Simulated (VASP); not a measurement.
Consider the following.

```
MnSn
1.0
    3.97252     0.00000     0.00000
   -1.98626     3.44031     0.00000
    0.00000     0.00000     5.44691
Mn Sn
2 2
Direct
  0.00000   0.00000   0.50000
  0.00000   0.00000   0.00000
  0.33333   0.66667   0.25000
  0.66667   0.33333   0.75000
```

The numbers are results of PBEsol GGA, VASP's PBE PAW potentials (set 64) (plane waves; VASP 6.6.1), not measurements. Run with 400 eV cut-off, Gaussian smearing of 0.050 eV, potentials Mn_pv Sn_d.

The run has a spin-polarised start. Unless said otherwise, spin-orbit coupling is left out, though it shifts the bands of the heavy elements here.

Task: Estimate the cell moment, band gap (along the path) with the smallest direct gap where there is one.

Result: 
- band gap (along the path): none (metal, semimetal or under 0.01 eV)
- cell moment: 5.22 μB

Total energies compare only between runs with the same potentials, cut-off and functional.

The structure comes from a computed database's MnSn entry (P6_3/mmc); how it stands against other phases isn't given here. It was relaxed first, which changed the volume by -6 %.
